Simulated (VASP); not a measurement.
Here is the system:

```
CELL_PARAMETERS angstrom
      0.00000     2.98206     2.98206
      2.98206     0.00000     2.98206
      2.98206     2.98206     0.00000
ATOMIC_POSITIONS crystal
  Ca 0.00000 0.00000 0.00000
  Se 0.50000 0.50000 0.50000
```

These are PBE GGA, VASP's PBE PAW potentials (set 64) (plane waves; VASP) values and carry that method's errors. Settings: 400 eV cut-off, 10×10×10 Γ-centred mesh, Gaussian smearing of 0.010 eV, potentials Ca_sv Se.

Task: Predict the energy per atom (σ→0), band gap (on the k-mesh) with the smallest direct gap where there is one.

Result: 
```
Quantity                                      Value
-----------------------------------  --------------
band gap (on the k-mesh)                    2.08 eV
smallest direct gap (on the k-mesh)         2.99 eV
energy per atom (σ→0)                -4.743 eV/atom
```

Only differences to runs with the same potentials and settings are physical.

The compound is CaSe in the rock salt structure. It was relaxed first.
